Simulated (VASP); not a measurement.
These are r2SCAN meta-GGA, VASP's PBE PAW potentials (set 64) (plane waves; VASP 6.6.1) values and carry that method's errors.

A VASP calculation is set up with these files.

**INCAR**
```
SYSTEM=Ni3Fe
ISIF=2
METAGGA=R2SCAN
SIGMA=0.1   ! width (eV)
ISMEAR=1
LMIXTAU=.True.
NELM=100
NELMIN=4
ISPIN=2
EDIFFG=-0.03
IBRION=2
ENCUT=400   ! plane-wave cut-off (eV)
LREAL=.False.
LASPH=.True.   ! aspherical one-centre terms
MAGMOM=3.0 0.7 0.7 0.7
ALGO=Normal   ! blocked Davidson
LORBIT=10
NSW=20   ! most ionic steps
LMAXMIX=4   ! l cut-off of mixed one-centre charges
EDIFF=1E-5   ! SCF stop (eV)
LWAVE=.False.
PREC=Normal
LCHARG=.False.
```

File POSCAR:
```
Ni3Fe
1
    3.5121183778     0.0000000000     0.0000000000
    0.0000000000     3.5121183778     0.0000000000
    0.0000000000     0.0000000000     3.5121183778
Fe Ni
1 3
Direct
  0.0000000000   0.0000000000   0.0000000000
  0.0000000000   0.5000000000   0.5000000000
  0.5000000000   0.0000000000   0.5000000000
  0.5000000000   0.5000000000   0.0000000000
```

File KPOINTS:
```
Automatic mesh
0
Gamma
12 12 12
0 0 0
```

POTCAR, in this order: Fe Ni (PBE.64 set). Program: vasp_std.

Output

OUTCAR:
```
 ion  position               nearest neighbor table
   1  0.000  0.000  0.000-   2 2.48   3 2.48   4 2.48   2 2.48   3 2.48   2 2.48   4 2.48   2 2.48
                             3 2.48   4 2.48   3 2.48   4 2.48
   2  0.000  0.500  0.500-   1 2.48   3 2.48   4 2.48   1 2.48   4 2.48   1 2.48   3 2.48   1 2.48
                             3 2.48   4 2.48   4 2.48   3 2.48
   3  0.500  0.000  0.500-   1 2.48   2 2.48   4 2.48   1 2.48   4 2.48   2 2.48   4 2.48   4 2.48
                             1 2.48   2 2.48   1 2.48   2 2.48
   4  0.500  0.500  0.000-   1 2.48   2 2.48   3 2.48   2 2.48   3 2.48   1 2.48   3 2.48   3 2.48
                             1 2.48   2 2.48   2 2.48   1 2.48
  LATTYP: Found a simple cubic cell.
 ALAT       =     3.5121183778
 Subroutine PRICEL returns:
 Original cell was already a primitive cell.
 Subroutine GETGRP returns: Found 48 space group operations
The static configuration has the point symmetry O_h .
The dynamic configuration has the point symmetry O_h .
The overall configuration has the point symmetry O_h .
 Subroutine INISYM returns: Found 48 space group operations
 Subroutine IBZKPT returns following result:
 Found     84 irreducible k-points:

 Following reciprocal coordinates:
            Coordinates               Weight
  0.000000  0.000000  0.000000      1.000000
  0.083333  0.000000  0.000000      6.000000
...
```

OSZICAR:
```
       N       E                     dE             d eps       ncg     rms          rms(c)
DAV:   1     0.195876227541E+03    0.19588E+03   -0.15066E+04  9072   0.177E+03
DAV:   2    -0.464266563820E+02   -0.24230E+03   -0.23268E+03  8760   0.344E+02
DAV:   3    -0.594595862082E+02   -0.13033E+02   -0.12416E+02  9002   0.111E+02
DAV:   4    -0.596228277578E+02   -0.16324E+00   -0.16293E+00  9452   0.130E+01
DAV:   5    -0.596282635403E+02   -0.54358E-02   -0.54353E-02 12298   0.190E+00    0.225E+01
DAV:   6    -0.535996981933E+02    0.60286E+01   -0.56483E+01  9334   0.133E+02    0.328E+01
DAV:   7    -0.540879189934E+02   -0.48822E+00   -0.23212E+01 10314   0.127E+02    0.251E+01
DAV:   8    -0.503816849397E+02    0.37062E+01   -0.12481E+01 11020   0.608E+01    0.616E+00
DAV:   9    -0.506889252666E+02   -0.30724E+00   -0.10674E+00  9948   0.131E+01    0.341E+00
DAV:  10    -0.506847862774E+02    0.41390E-02   -0.16867E-01 11582   0.889E+00    0.192E+00
DAV:  11    -0.506816939599E+02    0.30923E-02   -0.75123E-02 10912   0.356E+00    0.119E+00
DAV:  12    -0.506837845463E+02   -0.20906E-02   -0.10028E-02 10058   0.146E+00    0.416E-01
DAV:  13    -0.506846876897E+02   -0.90314E-03   -0.14474E-03 12426   0.628E-01    0.131E-01
DAV:  14    -0.506847530176E+02   -0.65328E-04   -0.24804E-04 11216   0.208E-01    0.889E-02
DAV:  15    -0.506847694574E+02   -0.16440E-04   -0.66801E-05 10430   0.117E-01    0.427E-02
DAV:  16    -0.506847791738E+02   -0.97163E-05   -0.37725E-05  7406   0.160E-01
   1 F= -.50684779E+02 E0= -.50684652E+02  d E =-.506848E+02  mag=     5.2595
```

OUTCAR:
```
------------------------ aborting loop because EDIFF is reached ----------------------------------------
  FORCE on cell =-STRESS in cart. coord.  units (eV):
  Direction    XX          YY          ZZ          XY          YZ          ZX
  --------------------------------------------------------------------------------------
  Total       -0.0879010     -0.0879010     -0.0879010     -0.0000000      0.0000000     -0.0000000
  in kB       -3.2508510     -3.2508510     -3.2508510     -0.0000000      0.0000000     -0.0000000
  external PRESSURE =      -3.2508510 kB  Pullay stress =       0.0000000 kB
  volume of cell :       43.32
      direct lattice vectors                 reciprocal lattice vectors
     3.512118378  0.000000000  0.000000000     0.284728444  0.000000000  0.000000000
     0.000000000  3.512118378  0.000000000     0.000000000  0.284728444  0.000000000
     0.000000000  0.000000000  3.512118378     0.000000000  0.000000000  0.284728444
 POSITION                                       TOTAL-FORCE (eV/Angst)
 -----------------------------------------------------------------------------------
      0.00000      0.00000      0.00000         0.000000      0.000000      0.000000
      0.00000      1.75606      1.75606         0.000000      0.000000      0.000000
      1.75606      0.00000      1.75606         0.000000      0.000000      0.000000
      1.75606      1.75606      0.00000         0.000000      0.000000      0.000000
 -----------------------------------------------------------------------------------
    total drift:                                0.000000      0.000000      0.000000
  FREE ENERGIE OF THE ION-ELECTRON SYSTEM (eV)
  ---------------------------------------------------
  free  energy   TOTEN  =       -50.6847791738 eV

  energy  without entropy=      -50.6843989539  energy(sigma->0) =      -50.68465243

 total charge

# of ion       s       p       d       tot
------------------------------------------
    1        0.495   0.560   6.054   7.108
    2        0.535   0.566   8.329   9.430
    3        0.535   0.566   8.329   9.430
    4        0.535   0.566   8.329   9.430
--------------------------------------------------
tot          2.100   2.258  31.040  35.398

 magnetization (x)

# of ion       s       p       d       tot
------------------------------------------
    1        0.025  -0.011   3.152   3.166
    2       -0.020  -0.071   0.819   0.729
    3       -0.020  -0.071   0.819   0.729
    4       -0.020  -0.071   0.819   0.729
--------------------------------------------------
tot         -0.035  -0.223   5.610   5.352

 reached required accuracy - stopping structural energy minimisation
```
(Selected blocks of OUTCAR.)

The compound is Ni3Fe in the L1_2 structure. It was relaxed first.
